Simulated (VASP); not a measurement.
Consider the following.

```
AlNi
1.0
    2.80305     0.00000     0.00000
    0.00000     2.80305     0.00000
    0.00000     0.00000     2.80305
Al Ni
1 1
Direct
  0.50000   0.50000   0.50000
  0.00000   0.00000   0.00000
```

Calculation: revTPSS meta-GGA, VASP's PBE PAW potentials (set 64) (plane waves; VASP). Settings: 520 eV cut-off, 13×13×13 Γ-centred mesh, first-order Methfessel-Paxton smearing of 0.10 eV, potentials Al Ni.

Task: What does the run give for the energy per atom (σ→0), pressure, band gap (on the k-mesh) with the smallest direct gap where there is one?

Result: 
```json
{
 "band gap (on the k-mesh)": "none (metal, semimetal or under 0.01 eV)",
 "energy per atom (σ→0)": "-4.149 eV/atom",
 "pressure": "118.9 kbar"
}
```

Total energies compare only between runs with the same potentials, cut-off and functional.

The compound is NiAl in the CsCl type structure. This cell is one point of a volume scan, at 0.94 of the reference volume. The run is not spin-polarised, so no magnetic state was tried. The electron count is odd and the run is not spin-polarised, which forces a metal.
